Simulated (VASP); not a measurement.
VASP runs on CeO$_{2}$ (space group Fm-3m) share one base input (LDA (Ceperley-Alder, Perdew-Zunger), plane waves, VASP's LDA PAW potentials (set 64)) and change the settings named in each case.

INCAR:
```
SYSTEM = CeO2
PREC = Accurate
ENCUT = 400
EDIFF = 1E-6
NELM = 100
ALGO = Normal
LREAL = .FALSE.
LASPH = .TRUE.
ISMEAR = -1
SIGMA = 0.05
LMAXMIX = 6
LWAVE = .FALSE.
LCHARG = .FALSE.
ISIF = 2
```

**KPOINTS**
```
Automatic mesh
0
Gamma
10 10 10
0 0 0
```

### POSCAR
```
CeO2
1
    0.0000000000     2.7615340000     2.7615340000
    2.7615340000     0.0000000000     2.7615340000
    2.7615340000     2.7615340000     0.0000000000
Ce O
1 2
Direct
  0.0000000000   0.0000000000   0.0000000000
  0.2500000000   0.2500000000   0.2500000000
  0.7500000000   0.7500000000   0.7500000000
```

POTCAR, in this order: Ce O (LDA.64 set). Program: vasp_std.

```
change                                                                                                                          E(σ→0) (eV/atom)  pressure (GPa)
------------------------------------------------------------------------------------------------------------------------------  ----------------  --------------
base run                                                                                                                                 -9.5749          -19.61
GGA = PS, POTCAR Ce O (PBE.64 set)                                                                                                       -9.1607          -16.25
GGA_COMPAT = .FALSE., LNONCOLLINEAR = .TRUE., LSORBIT = .TRUE., MAGMOM = 0.0 0.0 0.0 0.0 0.0 0.0 0.0 0.0 0.0, program vasp_ncl           -9.6898      (withheld)
KPOINTS 3×3×3 Γ-centred mesh                                                                                                             -9.5700          -19.84
LDAU = .TRUE., LDAUJ = 0 0, LDAUL = 3 -1, LDAUTYPE = 2, LDAUU = 3.0 0                                                                    -9.1665      (withheld)
```

Question: Complete the blanks.

Answer: 
- LDAU = .TRUE., LDAUJ = 0 0, LDAUL = 3 -1, LDAUTYPE = 2, LDAUU = 3.0 0, pressure (GPa): -17.46
- GGA_COMPAT = .FALSE., LNONCOLLINEAR = .TRUE., LSORBIT = .TRUE., MAGMOM = 0.0 0.0 0.0 0.0 0.0 0.0 0.0 0.0 0.0, program vasp_ncl, pressure (GPa): -19.52

Energies of different potentials or functionals have different zeros.  At 400 eV the pressure can carry a Pulay error.

Left out are runs that ran out of time, are held back, or changed the cell or the kind of run, fixed moments of cells without a moment, rows past the twelfth, gaps on odd meshes, pressures of charged cells and columns that move by less than the noise.

The structure is a typed CeO2 crystal. The cell was not relaxed at this level, its lattice was scaled by up to 2.5 %.
